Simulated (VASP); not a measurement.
These are vdW-DF-cx, VASP's PBE PAW potentials (set 64) (plane waves; VASP) values and carry that method's errors.

The input files of a VASP run:

### KPOINTS
```
k-points along high-symmetry lines
15
Line-mode
Reciprocal
  0.000000   0.000000   0.000000 ! GAMMA
 -0.500000  -0.500000   0.000000 ! X

 -0.500000  -0.500000   0.000000 ! X
 -0.375000  -0.375000   0.250000 ! U

 -0.375000  -0.000000   0.375000 ! K
  0.000000   0.000000   0.000000 ! GAMMA

  0.000000   0.000000   0.000000 ! GAMMA
 -0.000000  -0.000000   0.500000 ! L

 -0.000000  -0.000000   0.500000 ! L
 -0.500000  -0.250000   0.250000 ! W

 -0.500000  -0.250000   0.250000 ! W
 -0.500000  -0.500000   0.000000 ! X
```

POSCAR:
```
CuI
1
    0.0000000000     2.9899663384     2.9899663384
    2.9899663384     0.0000000000     2.9899663384
    2.9899663384     2.9899663384     0.0000000000
Cu I
1 1
Direct
  0.0000000000   0.0000000000   0.0000000000
  0.2500000000   0.2500000000   0.2500000000
```

**INCAR**
```
# general
SYSTEM  =CuI
PREC    =Accurate
ENCUT   =520
LREAL   =F
LASPH   =T
ICHARG  =11

# electronic loop
EDIFF   =1E-7
NELM    =100
ALGO    =Normal
LMAXMIX =4

# smearing
ISMEAR  =0
SIGMA   =0.05

# functional
GGA     =CX
LUSE_VDW=T
AGGAC   =0.0

# output
LWAVE   =F
LCHARG  =F
LORBIT  =11
```

POTCAR, in this order: Cu I (PBE.64 set). Program: vasp_std. Read from the step before: CHGCAR.

The run wrote:

### OUTCAR
```
 ion  position               nearest neighbor table
   1  0.000  0.000  0.000-   2 2.59   2 2.59   2 2.59   2 2.59
   2  0.250  0.250  0.250-   1 2.59   1 2.59   1 2.59   1 2.59
  LATTYP: Found a face centered cubic cell.
 ALAT       =     5.9799326768
 Subroutine PRICEL returns:
 Original cell was already a primitive cell.
 Subroutine GETGRP returns: Found 24 space group operations
The static configuration has the point symmetry T_d .
The dynamic configuration has the point symmetry T_d .
 Subroutine INISYM returns: Found 24 space group operations
   k-points           NKPTS =     90   k-points in BZ     NKDIM =     90   number of bands    NBANDS=     13
   number of dos      NEDOS =    301   number of ions     NIONS =      2
   total plane-waves  NPLWV =  32768
   dimension x,y,z NGX =    32 NGY =   32 NGZ =   32
   dimension x,y,z NGXF=    64 NGYF=   64 NGZF=   64
   ions per type =               1   1
   PREC   = accura    normal or accurate (medium, high low for compatibility)
   ISTART =      0    job   : 0-new  1-cont  2-samecut
   ICHARG =     11    charge: 1-file 2-atom 10-const
   ISPIN  =      1    spin polarized calculation?
   LNONCOLLINEAR =      F non collinear calculations
   LSORBIT =      F    spin-orbit coupling
   INIWAV =      1    electr: 0-lowe 1-rand  2-diag
   ENCUT  =  520.0 eV  38.22 Ry    6.18 a.u.   7.86  7.86  7.86*2*pi/ulx,y,z
   NELM   =    100;   NELMIN=  2; NELMDL= -5     # of ELM steps
   EDIFF  = 0.1E-06   stopping-criterion for ELM
   LREAL  =      F    real-space projection
   NLSPLINE    = F    spline interpolate recip. space projectors
   LMAXMIX     =    4 max onsite mixed and CHGCAR
   VOSKOWN=      0    Vosko Wilk Nusair interpolation
   EDIFFG = 0.1E-05   stopping-criterion for IOM
   NSW    =      0    number of steps for IOM
   NBLOCK =      1;   KBLOCK =      1    inner block; outer block
   IBRION =     -1    ionic relax: 0-MD 1-quasi-New 2-CG
   NFREE  =      0    steps in history (QN), initial steepest desc. (CG)
   ISIF   =      2    stress and relaxation
   ISYM   =      2    0-nonsym 1-usesym 2-fastsym
   TEIN   =    0.0    initial temperature
   TEBEG  =    0.0;   TEEND  =   0.0 temperature during run
...
```

OSZICAR:
```
       N       E                     dE             d eps       ncg     rms          rms(c)
DAV:   1     0.112067812561E+03    0.11207E+03   -0.81479E+03  2340   0.150E+03
DAV:   2     0.839432243894E+01   -0.10367E+03   -0.97630E+02  2370   0.269E+02
DAV:   3     0.249877412868E+00   -0.81444E+01   -0.79412E+01  3108   0.836E+01
DAV:   4    -0.163609578431E-01   -0.26624E+00   -0.26607E+00  3001   0.141E+01
DAV:   5    -0.239119148259E-01   -0.75510E-02   -0.75506E-02  3262   0.243E+00
DAV:   6    -0.241380203645E-01   -0.22611E-03   -0.22611E-03  3142   0.382E-01
DAV:   7    -0.241417943314E-01   -0.37740E-05   -0.37739E-05  3328   0.418E-02
DAV:   8    -0.241418463477E-01   -0.52016E-07   -0.52038E-07  3050   0.473E-03
   1 F= -.24141846E-01 E0= -.24141846E-01  d E =-.174875E-14
```

File OUTCAR:
```
 val. band max:        4.7564719108   @ k =   0.0000   0.0000   0.0000

 cond. band min:       5.9488765833   @ k =   0.0000   0.0000   0.0000



 k-point     1 :       0.0000    0.0000    0.0000
  band No.  band energies     occupation
      1      -9.4674      2.00000
      2       0.9423      2.00000
      3       0.9423      2.00000
      4       0.9423      2.00000
      5       2.7101      2.00000
      6       2.7101      2.00000
      7       4.7565      2.00000
      8       4.7565      2.00000
      9       4.7565      2.00000
     10       5.9489      0.00000
     11       9.5856      0.00000
     12       9.5856      0.00000
     13       9.5856      0.00000

 k-point     2 :      -0.0357   -0.0357    0.0000
  band No.  band energies     occupation
      1      -9.4585      2.00000
      2       0.9129      2.00000
      3       0.9412      2.00000
      4       0.9412      2.00000
      5       2.7071      2.00000
      6       2.7113      2.00000
      7       4.6639      2.00000
      8       4.7248      2.00000
      9       4.7248      2.00000
     10       6.0841      0.00000
     11       9.5116      0.00000
     12       9.6382      0.00000
     13       9.6382      0.00000

 k-point     3 :      -0.0714   -0.0714    0.0000
  band No.  band energies     occupation
      1      -9.4318      2.00000
      2       0.8268      2.00000
      3       0.9379      2.00000
      4       0.9379      2.00000
      5       2.6983      2.00000
      6       2.7147      2.00000
      7       4.4657      2.00000
      8       4.6346      2.00000
      9       4.6346      2.00000
     10       6.4051      0.00000
     11       9.3165      0.00000
     12       9.7914      0.00000
     13       9.7914      0.00000

 k-point     4 :      -0.1071   -0.1071    0.0000
  band No.  band energies     occupation
      1      -9.3884      2.00000
      2       0.6909      2.00000
      3       0.9326      2.00000
      4       0.9326      2.00000
...
```

The density is held fixed in this step, so its total energy and stress have no physical meaning. Unless said otherwise, spin-orbit coupling is left out, though it shifts the bands of the heavy elements here.

The compound is CuI in the zinc blende structure. It was relaxed first.
